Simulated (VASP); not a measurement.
HfIn2Se5:

```
CELL_PARAMETERS angstrom
3.94206 0.00000 0.00000
-1.97103 3.41392 0.00000
0.00000 0.00000 16.40900
ATOMIC_POSITIONS crystal
Hf 0.00000 0.00000 0.00000
In 0.33333 0.66667 0.38381
In 0.66667 0.33333 0.61619
Se 0.66667 0.33333 0.90932
Se 0.33333 0.66667 0.09068
Se 0.66667 0.33333 0.29941
Se 0.33333 0.66667 0.70059
Se 0.00000 0.00000 0.50000
```

The cell was built by a generator and needn't be a form met in nature.

- Program: VASP 6.6.1
- Task: relaxation of cell and atoms
- Functional: PBE
- Potentials or basis: VASP PAW PBE potentials, release 64 (Hf_pv, In_d, Se)
- Cutoff: 520 eV
- k mesh: 10 × 10 × 2
- Occupations: gaussian, width 0.1 eV
- Spin: no spin polarisation

At the start: pressure -0.4 GPa; volume 27.60 Å³/atom.

Problem. Where does the relaxation end?

Solution. Over 38 steps the energy falls by 2.8 meV/atom and the volume is 28.82 Å³/atom (+4.4 %); space group P-3m1 (No. 164, to 0.05 Å).

Step by step:
| step | energy change (eV) | largest force (eV/Å) | pressure (GPa) | volume (Å³) |
| --- | --- | --- | --- | --- |
| 1 | 0.0000 | 0.0785 | -0.38 | 220.83 |
| 2 | -0.0044 | 0.0896 | 0.28 | 218.75 |
| 3 | -0.0045 | 0.0821 | 0.20 | 219.00 |
| 4 | -0.0069 | 0.0500 | 0.08 | 219.33 |
| 5 | -0.0073 | 0.0602 | 0.01 | 219.53 |
| 6 | -0.0073 | 0.0580 | 0.02 | 219.52 |
| 7 | -0.0079 | 0.0602 | 0.01 | 219.67 |
| 8 | -0.0095 | 0.0640 | -0.01 | 220.14 |
| 9 | -0.0116 | 0.0722 | -0.03 | 221.07 |
| 10 | -0.0113 | 0.1904 | -0.06 | 222.93 |
| 11 | -0.0122 | 0.1209 | -0.04 | 221.92 |
| 12 | -0.0127 | 0.1140 | -0.01 | 221.99 |
| 13 | -0.0138 | 0.0913 | 0.08 | 222.19 |
| 14 | -0.0150 | 0.0442 | 0.25 | 222.61 |
| 15 | -0.0152 | 0.0422 | 0.33 | 222.78 |
| 16 | -0.0160 | 0.0443 | 0.28 | 223.30 |
| 17 | -0.0178 | 0.0598 | 0.14 | 224.87 |
| 18 | -0.0185 | 0.1161 | -0.12 | 228.01 |
| 19 | -0.0187 | 0.0989 | -0.05 | 227.06 |
| 20 | -0.0196 | 0.0838 | -0.05 | 227.52 |
| 21 | -0.0214 | 0.0372 | -0.05 | 228.90 |
| 22 | -0.0209 | 0.0843 | -0.05 | 231.65 |
| 23 | -0.0219 | 0.0321 | -0.05 | 230.06 |
| 24 | -0.0219 | 0.0290 | -0.05 | 229.96 |
| 25 | -0.0219 | 0.0213 | 0.05 | 229.83 |
| 26 | -0.0220 | 0.0172 | 0.03 | 229.86 |
| 27 | -0.0220 | 0.0118 | 0.03 | 229.96 |
| 28 | -0.0221 | 0.0202 | 0.01 | 230.22 |
| 29 | -0.0221 | 0.0131 | -0.03 | 230.44 |
| 30 | -0.0221 | 0.0161 | -0.04 | 230.50 |
| 31 | -0.0222 | 0.0136 | -0.02 | 230.50 |
| 32 | -0.0222 | 0.0139 | 0.02 | 230.49 |
| 33 | -0.0222 | 0.0111 | 0.01 | 230.49 |
| 34 | -0.0222 | 0.0109 | -0.01 | 230.50 |
| 35 | -0.0222 | 0.0107 | 0.01 | 230.49 |
| 36 | -0.0222 | 0.0120 | 0.01 | 230.49 |
| 37 | -0.0222 | 0.0120 | 0.01 | 230.49 |
| 38 | -0.0222 | 0.0084 | 0.01 | 230.55 |

Final structure:
```xyz
8
Lattice="3.9168 0.0000 0.0000 -1.9584 3.3920 0.0000 0.0000 0.0000 17.3528" Properties=species:S:1:pos:R:3 pbc="T T T"
Hf    0.0000    0.0000    0.0000
In    0.0000    2.2614    6.7741
In    1.9584    1.1307   10.5787
Se    1.9584    1.1307   15.8460
Se    0.0000    2.2614    1.5069
Se    1.9584    1.1307    5.3827
Se    0.0000    2.2614   11.9702
Se    0.0000    0.0000    8.6764
```

Caveat: this functional lacks dispersion, which binds the layers, so the pressure and a relaxed spacing across them are unreliable.
